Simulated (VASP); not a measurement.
These are r2SCAN meta-GGA, VASP's PBE PAW potentials (set 64) (plane waves; VASP) values and carry that method's errors.

VASP input:

KPOINTS_OPT:
```
k-points along high-symmetry lines
6
Line-mode
Reciprocal
  0.000000   0.000000   0.000000 ! GAMMA
  0.500000   0.000000   0.000000 ! M

  0.500000   0.000000   0.000000 ! M
  0.333333   0.333333   0.000000 ! K

  0.333333   0.333333   0.000000 ! K
  0.000000   0.000000   0.000000 ! GAMMA

  0.000000   0.000000   0.000000 ! GAMMA
  0.000000   0.000000   0.500000 ! A

  0.000000   0.000000   0.500000 ! A
  0.500000   0.000000   0.500000 ! L

  0.500000   0.000000   0.500000 ! L
  0.333333   0.333333   0.500000 ! H

  0.333333   0.333333   0.500000 ! H
  0.000000   0.000000   0.500000 ! A

  0.500000   0.000000   0.500000 ! L
  0.500000   0.000000   0.000000 ! M

  0.333333   0.333333   0.500000 ! H
  0.333333   0.333333   0.000000 ! K
```

**KPOINTS**
```
Automatic mesh
0
Gamma
8 8 3
0 0 0
```

### INCAR
```
ALGO  =  Normal
EDIFF  =  1E-7
ENCUT  =  520
ISIF  =  2
ISMEAR  =  -5
LASPH  =  T
LCHARG  =  F
LEFG  =  T
LMAXMIX  =  4
LMIXTAU  =  T
LORBIT  =  11
LREAL  =  F
LWAVE  =  F
METAGGA  =  R2SCAN
NEDOS  =  601
NELM  =  100
PREC  =  Accurate
SYSTEM  =  NaTlO
```

POSCAR:
```
NaTlO
1.0
  3.4834573553   0.0000000000   0.0000000000
 -1.7417286777   3.0167623062   0.0000000000
  0.0000000000   0.0000000000  11.4056122961
Na Tl O
2 2 2
Direct
  0.6666670000   0.3333330000   0.8935764108
  0.3333330000   0.6666670000   0.3935764108
  0.3333330000   0.6666670000   0.1158175934
  0.6666670000   0.3333330000   0.6158175934
  0.0000000000   0.0000000000   0.9906159958
  0.0000000000   0.0000000000   0.4906159958
```

POTCAR, in this order: Na_pv Tl_d O (PBE.64 set). Program: vasp_std.

Q: What will the output report for the number of irreducible k-points (NKPTS), number of bands (NBANDS), largest plane-wave count, number of space-group operations, FFT grid (NGX, NGY, NGZ)?

A: 
```yaml
number of irreducible k-points (NKPTS): 20
number of bands (NBANDS): 31
largest_plane_wave_count: 3264
number_of_space_group_operations: 12
FFT grid (NGX, NGY, NGZ): 28 × 28 × 90
```

The structure comes from a computed database's NaTlO entry (P6_3mc); how it stands against other phases isn't given here. It was relaxed first.
